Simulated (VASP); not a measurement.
Computed with RPBE GGA, VASP's PBE PAW potentials (set 64) (plane waves; VASP).

Input for VASP

### KPOINTS
```
Automatic
0
G
 6 6 6
```

File POSCAR:
```
CdF2
3.8875320
  0.0000000000   0.7071067196   0.7071067196
  0.7071067196   0.0000000000   0.7071067196
  0.7071067196   0.7071067196   0.0000000000
Cd F
1 2
Direct
  0.0000000000   0.0000000000   0.0000000000
  0.2500000000   0.2500000000   0.2500000000
  0.7500000000   0.7500000000   0.7500000000
```

### INCAR
```
# general
SYSTEM   =  CdF2
PREC     =  Accurate
ENCUT    =  520
LREAL    =  F
LASPH    =  T

# electronic loop
EDIFF    =  1E-6
NELM     =  100
ALGO     =  Normal
LMAXMIX  =  4

# smearing
ISMEAR   =  0
SIGMA    =  0.05

# functional
GGA      =  RP

# ions
ISIF     =  2

# output
LWAVE    =  F
LCHARG   =  F
```

POTCAR, in this order: Cd F (PBE.64 set). Program: vasp_std.

The resulting files:

OSZICAR:
```
       N       E                     dE             d eps       ncg     rms          rms(c)
DAV:   1     0.199328907416E+03    0.19933E+03   -0.16095E+04   560   0.155E+03
DAV:   2    -0.353482409255E+01   -0.20286E+03   -0.19643E+03   635   0.381E+02
DAV:   3    -0.118081952739E+02   -0.82734E+01   -0.82590E+01   582   0.856E+01
DAV:   4    -0.118469512636E+02   -0.38756E-01   -0.38752E-01   578   0.585E+00
DAV:   5    -0.118471107299E+02   -0.15947E-03   -0.15946E-03   593   0.332E-01    0.101E+01
DAV:   6    -0.994984820869E+01    0.18973E+01   -0.56167E+00   689   0.463E+01    0.705E+00
DAV:   7    -0.100135944130E+02   -0.63746E-01   -0.10312E+00   545   0.105E+01    0.399E+00
DAV:   8    -0.100188974690E+02   -0.53031E-02   -0.17922E-01   578   0.430E+00    0.773E-01
DAV:   9    -0.100105446209E+02    0.83528E-02   -0.48209E-02   626   0.259E+00    0.105E-01
DAV:  10    -0.100115384503E+02   -0.99383E-03   -0.38816E-03   548   0.867E-01    0.168E-01
DAV:  11    -0.100117106357E+02   -0.17219E-03   -0.29418E-04   610   0.188E-01    0.636E-02
DAV:  12    -0.100117774617E+02   -0.66826E-04   -0.12454E-04   547   0.107E-01    0.234E-02
DAV:  13    -0.100117808719E+02   -0.34101E-05   -0.16338E-05   598   0.393E-02    0.102E-02
DAV:  14    -0.100117807022E+02    0.16970E-06   -0.38282E-06   507   0.276E-02
   1 F= -.10011781E+02 E0= -.10011781E+02  d E =-.631958E-17
```

**OUTCAR**
```
------------------------ aborting loop because EDIFF is reached ----------------------------------------
  FORCE on cell =-STRESS in cart. coord.  units (eV):
  Direction    XX          YY          ZZ          XY          YZ          ZX
  --------------------------------------------------------------------------------------
  Total        1.0690562      1.0690562      1.0690562     -0.0000000      0.0000000      0.0000000
  in kB       41.2291412     41.2291412     41.2291412     -0.0000000      0.0000000      0.0000000
  external PRESSURE =      41.2291412 kB  Pullay stress =       0.0000000 kB
  volume of cell :       41.54
      direct lattice vectors                 reciprocal lattice vectors
     0.000000000  2.748900000  2.748900000    -0.181890938  0.181890938  0.181890938
     2.748900000  0.000000000  2.748900000     0.181890938 -0.181890938  0.181890938
     2.748900000  2.748900000  0.000000000     0.181890938  0.181890938 -0.181890938
 POSITION                                       TOTAL-FORCE (eV/Angst)
 -----------------------------------------------------------------------------------
      0.00000      0.00000      0.00000         0.000000     -0.000000     -0.000000
      1.37445      1.37445      1.37445         0.000000      0.000000      0.000000
      4.12335      4.12335      4.12335        -0.000000     -0.000000     -0.000000
 -----------------------------------------------------------------------------------
    total drift:                                0.000000     -0.000000      0.000000
  FREE ENERGIE OF THE ION-ELECTRON SYSTEM (eV)
  ---------------------------------------------------
  free  energy   TOTEN  =       -10.0117807022 eV

  energy  without entropy=      -10.0117807022  energy(sigma->0) =      -10.01178070
```
(Selected blocks of OUTCAR.)

The compound is CdF2 in the fluorite structure. The cell was not relaxed at this level. The run is one of a series of settings (GGA = RP against the base run), some of them coarse on purpose.
